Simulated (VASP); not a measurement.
Consider the following.

```
BiSc
1.0
    4.62429     0.00000     0.00000
   -2.31215     4.00475     0.00000
    0.00000     0.00000     6.44513
Sc Bi
2 2
Cartesian
  0.00000   0.00000   0.00000
  0.00000   0.00000   3.22256
  0.00000   2.66984   1.61128
  2.31215   1.33492   4.83385
```

Computed with PBE GGA, VASP's PBE PAW potentials (set 64) (plane waves; VASP). Run with 300 eV cut-off, 5×5×3 Γ-centred mesh, Fermi-Dirac smearing of 0.10 eV, potentials Sc_sv Bi_d.

### Question
Give the energies of bands 21 to 30 at the high-symmetry points, in eV from the Fermi level.

### Answer

```tsv
band	Γ	M	K	A	L	H
21	-3.59	-3.70	-3.59	-1.60	-3.49	-2.94
22	-1.68	-1.94	-2.38	-1.60	-3.49	-2.94
23	-1.68	-1.59	-2.38	-0.92	-1.24	-2.58
24	-0.24	-1.43	-1.36	-0.92	-1.24	-2.58
25	0.71	-1.36	-1.36	-0.92	-0.77	-0.61
26	0.71	-1.18	-0.97	-0.92	-0.77	-0.61
27	0.82	-0.23	0.57	1.05	1.08	1.35
28	0.82	1.34	1.47	1.05	1.08	1.35
29	1.30	1.52	1.47	1.28	1.74	1.43
30	1.30	1.86	1.75	1.28	1.75	1.43
```

It has no gap at this level: it comes out as a metal or semimetal.

The structure was generated: ScBi was put into an ordered model structure, which need not be its known phase. The cell was not relaxed at this level. The k-mesh is coarse (spacing up to 0.32 per Å, 2π included), so the numbers may not be converged in it.
